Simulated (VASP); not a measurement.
Data:

```
CELL_PARAMETERS angstrom
      0.00000     3.38342     3.38342
      3.38342     0.00000     3.38342
      3.38342     3.38342     0.00000
ATOMIC_POSITIONS crystal
  Hg 0.00000 0.00000 0.00000
  Te 0.25000 0.25000 0.25000
```

All values below come from optB88-vdW, VASP's PBE PAW potentials (set 64) (plane waves; VASP). Settings: 520 eV cut-off, 10×10×10 Γ-centred mesh, first-order Methfessel-Paxton smearing of 0.10 eV, potentials Hg Te.

Unless said otherwise, spin-orbit coupling is left out, though it shifts the bands of the heavy elements here.

Q: What does the run give for the energy per atom (σ→0), pressure, band gap (on the k-mesh) with the smallest direct gap where there is one?

A: 
```json
{
 "band gap (on the k-mesh)": "none (metal, semimetal or under 0.01 eV)",
 "energy per atom (σ→0)": "0.571 eV/atom",
 "pressure": "-1.84 GPa"
}
```

The absolute energy has meaning only against runs of the same code, potentials and settings.

The compound is HgTe in the zinc blende structure. This cell is one point of a volume scan, at 1.06 of the reference volume.
